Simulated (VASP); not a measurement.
```
Ir3Rh
1.0
    0.00000     1.90898     1.90898
    1.90898     0.00000     1.90898
    7.63548     7.63548     0.00044
Rh Ir
1 3
Cartesian
  0.00000   0.00000   0.00000
  1.90617   1.90617   0.00281
  3.81774   3.81774   0.00022
  7.63828   7.63828   3.81559
```

Calculation: PBEsol GGA, VASP's PBE PAW potentials (set 64) (plane waves; VASP 6.6.1). Numerical set-up: 400 eV cut-off, Gaussian smearing of 0.050 eV, potentials Rh_pv Ir.

Give the energies of bands 11 to 24 at the high-symmetry points, in eV from the Fermi level.

```csv
band,Γ,T,H2,L,S0,F
11,-3.91,-3.81,-5.03,-4.03,-5.02,-3.83
12,-3.80,-3.63,-4.13,-3.45,-4.12,-3.82
13,-3.80,-3.63,-4.01,-3.15,-4.00,-3.49
14,-3.58,-3.62,-3.63,-2.51,-3.72,-3.32
15,-3.40,-3.62,-3.59,-2.34,-3.53,-1.89
16,-3.40,-3.12,-1.84,-1.31,-1.83,-1.82
17,-3.03,-3.12,-1.73,-1.08,-1.68,-0.45
18,-3.03,-2.42,-1.55,-0.12,-1.63,0.52
19,-1.13,-2.24,-1.44,0.08,-1.44,0.81
20,-1.13,-1.28,0.05,0.55,0.00,0.91
21,-1.05,-1.28,0.23,1.04,0.30,1.04
22,-1.05,-1.25,0.49,1.27,0.40,1.24
23,-0.85,-1.25,0.56,1.35,0.63,1.40
24,-0.85,0.12,5.34,2.40,5.30,1.49
```

It has no gap at this level: it comes out as a metal or semimetal.

The structure was generated: Ir3Rh was put into an ordered model structure (R-3m), which need not be its known phase. It was relaxed first. VASP warned that the highest band is occupied, so more bands are needed.
